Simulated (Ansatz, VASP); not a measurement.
# FeSi2 (Linzhiite) in two plane-wave programs, part 2 of 2

Aim: how closely do two programs agree when they are given the same cell, functional and k mesh? The cell is taken from a series of runs on this material, whose earlier steps may have relaxed, scaled, displaced or heated it; both programs get it as it stands.

VASP 6.6.1 and Ansatz 0.2.0.

So far: Starting point; VASP: zone-centre phonons, LDA.

### Step 3. Ansatz: zone-centre phonons, LDA

Level of this step: Ansatz beside VASP: Kohn-Sham DFT, plane waves, LDA (Ansatz).

Ansatz runs on its PAW soft_1 files.

The same cell, functional (in two slightly different forms), mesh and smearing now go to Ansatz, which takes its cutoff from its data sets.

input.yaml reads:

```yaml
crystal:
  lattice:
    - [2.5760757005, 0.0, 0.0]
    - [0.0, 2.5760757005, 0.0]
    - [0.0, 0.0, 4.9660423423]
  atoms:
    - { symbol: Si, position: [0.5, 0.5, 0.2739681386] }
    - { symbol: Si, position: [0.5, 0.5, 0.7260318614] }
    - { symbol: Fe, position: [0.0, 0.0, 0.0] }
kpoints:
  mp_grid: { grid: [16, 16, 8] }
hamiltonian:
  xc: lda
  pseudopotentials: { kind: paw, azcp: { folder: soft_1 }, xc_functional: pbe }
scf:
  occupations: { method: methfessel_paxton, width: 0.2 }
output:
  eigenvalues: true
phonons:
  method: dfpt
```

Command:

```sh
> ansatz run input.yaml --threads 4 --pin off --max-ram 10240MiB --backend cpu --events-out ev --progress --plain --runs-dir out
```

Numbers of over 12 decimals in the logs are rounded to 6 here.

Log:

```text
zone centre: on kpoints.mp_grid the ground state, and the responses unless they are solved on pairs of k-points, stand on 405 of the mesh's 2048 k-points, reduced under 4 symmetry operations, with k and −k counted as one. Each operation leaves every solved displacement unchanged or reverses it
Engine: ansatz 0.2.0, x86_64-unknown-linux-gnu
Pseudopotentials: kind: paw
Pseudopotential: Si, paw, valence charge 4, recommended cutoff 420 eV (normal), soft_1/Si.paw.azcp
Pseudopotential: Fe, paw, valence charge 16, recommended cutoff 420 eV (normal), soft_1/Fe.paw.azcp
Functional definition: SPW92
  exchange = slater_x
  correlation = pw_c
Crystal: 3 atoms, lattice volume = 32.955 Å³
Basis set: ecut = 420 eV, 661 PW (Γ), exchange–correlation on 36×36×72 points (8 copies of the dense FFT grid, shifted against one another)
Bands: 16, of which v1, the nominal top of the filled ones, is band 12 counted from 1 (11 counted from 0)
Symmetry: 16 space group operations
k-points: 405 of 2048 (irreducible under 4 space group operations, time reversal used)
Non-local potential: Si, projectors of the file, l = 0: 2, l = 1: 2, l = 2: 1
Non-local potential: Fe, projectors of the file, l = 0: 3, l = 1: 2, l = 2: 3, l = 3: 1
PAW form: soft (Blöchl's): semilocal exchange-correlation on the pseudo side does not see the compensation charge
PAW frozen core: Si, regenerated for the run's functional, and the local potential with it (the file was generated under x = pbe(κ = 0.804, μ = 0.219515), c = pbe(β = 0.066725))
PAW frozen core: Fe, regenerated for the run's functional, and the local potential with it (the file was generated under x = pbe(κ = 0.804, μ = 0.219515), c = pbe(β = 0.066725))
PAW one-centre angular grid: Si, 110 points (default); XC on 64 Gauss nodes
PAW one-centre angular grid: Fe, 590 points (default); XC on 64 Gauss nodes
Initial density: superposition of atomic densities (chi_scale 0.1, normalization cell, long waves kept (reshape's long-wave potential 0.00 eV rms))
Initial wavefunctions: pseudopotential atomic-orbital guess
Functional: x = slater, c = lda
SCF iter   1: F=—  HF=-5640.531376 eV  |F-HF|=—  |Δ(HF+E_count)|=         —  Δρ=1.23e-1  dr2=1.15e1  ethr=3.10e-3  ⟨swp⟩=5.1  Hψ=34746  notcnv=0
preconditioner: auto → none  [metal: Δε(μ)=0.005 eV  Ē_g=8.820 eV  σ=0.200 eV  W_gap=0.02  n_scr=8 (ndim 8)  ℏωp=25.9 eV  f_vac=0.000  D(μ)=1.27/eV (n_scr^D=8)  sad-step TF]
SCF iter   2: F=—  HF=-5640.219423 eV  |F-HF|=—  |Δ(HF+E_count)|=   3.12e-1  S|Δr|=    0.00e0  Δρ=1.42e-1  dr2=1.19e1  ethr=3.10e-3  ⟨swp⟩=2.0  Hψ=11141  notcnv=0
SCF iter   3: F=—  HF=-5638.881456 eV  |F-HF|=—  |Δ(HF+E_count)|=    1.34e0  S|Δr|=    0.00e0  Δρ=5.02e-2  dr2=8.11e-1  ethr=3.10e-3  ⟨swp⟩=3.1  Hψ=12496  notcnv=0
SCF iter   4: F=—  HF=-5638.769867 eV  |F-HF|=—  |Δ(HF+E_count)|=   1.12e-1  S|Δr|=    0.00e0  Δρ=1.19e-2  dr2=8.38e-2  ethr=3.10e-3  ⟨swp⟩=2.5  Hψ=12701  notcnv=0
SCF iter   5: F=—  HF=-5638.739652 eV  |F-HF|=—  |Δ(HF+E_count)|=   3.02e-2  S|Δr|=    0.00e0  Δρ=3.40e-3  dr2=2.30e-3  ethr=3.49e-4  ⟨swp⟩=2.0  Hψ=10713  notcnv=0
SCF iter   6: F=—  HF=-5638.739504 eV  |F-HF|=—  |Δ(HF+E_count)|=   1.48e-4  S|Δr|=    0.00e0  Δρ=4.76e-4  dr2=2.09e-5  ethr=9.60e-6  ⟨swp⟩=2.2  Hψ=9368  notcnv=0
SCF iter   7: F=—  HF=-5638.739495 eV  |F-HF|=—  |Δ(HF+E_count)|=   9.32e-6  S|Δr|=    0.00e0  Δρ=6.13e-5  dr2=1.08e-6  ethr=8.72e-8  ⟨swp⟩=2.0  Hψ=11229  notcnv=0
SCF iter   8: F=—  HF=-5638.739498 eV  |F-HF|=—  |Δ(HF+E_count)|=   3.03e-6  S|Δr|=    0.00e0  Δρ=1.06e-5  dr2=1.80e-8  ethr=4.49e-9  ⟨swp⟩=2.4  Hψ=10181  notcnv=0
SCF iter   9: F=—  HF=-5638.739498 eV  |F-HF|=—  |Δ(HF+E_count)|=   4.78e-9  S|Δr|=    0.00e0  Δρ=1.42e-6  dr2=2.43e-10  ethr=7.49e-11  ⟨swp⟩=2.3  Hψ=9843  notcnv=0
SCF iter  10: F=-5638.739498 eV  HF=-5638.739498 eV  |F-HF|=1.82e-12  |Δ(HF+E_count)|=  6.46e-11  S|Δr|=    0.00e0  Δρ=1.31e-7  dr2=2.33e-12  ethr=1.00e-12  ⟨swp⟩=4.4  Hψ=33440  notcnv=0
SCF 1 converged in 10 iterations: F = -5638.739498 eV  dr2 = 2.33e-12
  greatest PAW one-centre occupation: 1.001 electrons in one spin orbital (limit 2), on the Fe atom at site 2 (counted from 0), in its partial waves of l = 1
DFPT response loops at Γ: preconditioner auto → Kerker (q_TF=auto, 2.588 Å⁻¹) (partly filled bands, converged f_vac=0.000); β = 1.00, the filter's whole step (`scf.mixing.beta` (0.50) is not read by the response loops under this deck's `scf.mixing.preconditioner`; to damp them name `kerker` or `kerker_dos`, under which they read `scf.mixing.beta`, and type it under 1.00, their step now; both keys bind the ground state too); Broyden in place of MSR1
SCF converged after 10 iterations
Stability not checked: this state was not tested for a lower state beside it, because cold or Methfessel-Paxton smearing, or corrected tetrahedra, fill the levels in a way that the test cannot read (fill_not_monotonic; see scf.lower_state_search)
Free energy (F): -5638.739498 eV
Harris-Foulkes:  -5638.739498 eV  (|F-HF|=1.82e-12)
Internal energy: -5638.740487 eV  (E = F + TS)
E sigma→0 (E₀):  -5638.739745 eV
Entropy (-TS):   0.000989 eV (0.330 meV/atom)
Fermi energy:    16.057245 eV
Step filling:    the computed levels leave a gap of 0.0040 eV = 0.0 smearing widths at the electron count; against every level under it full and every level over it empty, smearing changes F+E_penalty+E_count by +0.242 meV and its σ→0 estimate by -5.44e-3 meV
--- Per-component energies (eV) ---
  E_band       = -185.504278
  E_kinetic    = 436.479916
  E_local      = -3475.854915  (includes V_loc(G=0)·N_el)
  E_nonlocal   = 341.455084
  E_hartree    = 1548.139765
  E_xc         = -231.443059
  E_vxc        = -250.404411  (∫ρ·V_xc dr)
  E_paw        = -2293.427294  (= ΣΔE_a)
  E_vpaw       = -333.458625  (= ΣTr[D̂ρ^β])
  E_aug_tail   = -0.000840  (compensation charges beyond the density's cutoff)
  E_ewald      = -1964.659342
  E_core_change = 0.570198  (= ΣΔE_core)
  E_smearing   = 0.000989  (= −TS)
  E_closure    = -0.000000  (closes the sum)
  Σ components = -5638.739498   (vs F -5638.739498, Δ=0.00e0)
--- Band table (eV; the first three rows and the last of 405) ---
  k-point 0: bands = [... 8 lower, 14.0380, 14.3878, 14.3878, 15.4801, 21.3022, 21.3022, 22.9070, 23.3954]
  k-point 1: bands = [... 8 lower, 14.0005, 14.3810, 14.3810, 15.4802, 21.4115, 21.4115, 21.9032, 23.1482]
  k-point 2: bands = [... 8 lower, 13.8685, 14.3648, 14.3648, 15.4804, 20.4668, 21.7291, 21.7291, 22.7748]
  k-point 404: bands = [... 8 lower, 12.7008, 12.7008, 13.9342, 16.2911, 16.2911, 16.3763, 16.9099, 19.9013]
--- Phonons (Γ-DFPT): 4 representative perturbations + reference, on 405 of 2048 k-points (Σ response iterations 14) ---
  k mesh reduced under 4 symmetry operations, with k and −k counted as one. Each operation leaves every solved displacement unchanged or reverses it
  ASR residual: 1.141e-4 → 0.000e0 eV/Å²; symmetrization residual: 2.903e-5 eV/Å²
  ASR residual per site (eV/Å²): 2.52e-5 2.52e-5 1.14e-4
  Γ frequencies (cm⁻¹): 0.00 0.00 0.00 253.04 253.04 344.13 344.13 416.02 643.34
  non-analytic LO–TO correction: not included (Born effective charges unavailable; polar crystals: no LO–TO splitting at Γ)
```

### Step 4. Comparison

Known differences besides the potentials themselves: the two LDA forms differ slightly; the data sets hold 24 valence electrons in Ansatz (on its PAW soft_1 files) and 16 in VASP; the cutoff is 420 eV in Ansatz and 600 eV in VASP; VASP's log shows a relativistic correction to its local exchange, Ansatz's none. Total energies have different zeros and are not compared.

Both answers:

| quantity | Ansatz | VASP | difference |
| --- | --- | --- | --- |
| optical mode 1 to 2 (cm⁻¹) | 253.0 | 255.3 | -0.87 % |
| optical mode 3 to 4 (cm⁻¹) | 344.1 | 349.5 | -1.53 % |
| optical mode 5 (cm⁻¹) | 416.0 | 420.6 | -1.08 % |
| optical mode 6 (cm⁻¹) | 643.3 | 644.1 | -0.12 % |

Modes are paired by rising frequency, not by their patterns, so a pair may set unlike modes beside each other; they are those without the splitting of longitudinal modes.

### Step 5. What came out

| Item | Value |
| --- | --- |
| r.m.s. difference of the optical zone-centre modes, each program's sorted by frequency (zone-centre phonons, LDA) | 3.8 cm⁻¹ |
| difference in optical mode 3 to 4 (zone-centre phonons, LDA) | -1.5 % |

What this shows: The r.m.s. difference of the optical zone-centre modes, each program's sorted by frequency is 3.8 cm⁻¹ (zone-centre phonons, LDA). The data sets hold unlike numbers of valence electrons (24 in Ansatz and 16 in VASP), so part of the differences comes from the potentials. Among the rows given in per cent, the largest difference of the zone-centre phonons, LDA pair is in optical mode 3 to 4, -1.5 %. How closely two codes agree says nothing of how well the functional describes the real material.

[Lines on the potential files, build, host, timing and source positions are cut from VASP's logs without a mark.]

[Logs are printed without paths, hosts, clocks, repeated set-up lines and the standing remarks that a program may print on its own settings, such as how far it seeks lower states.]

[Hosts, paths, dates, database ids (printed as entryN), source tags and the programs' standing remarks are cut or masked in the printed files.]
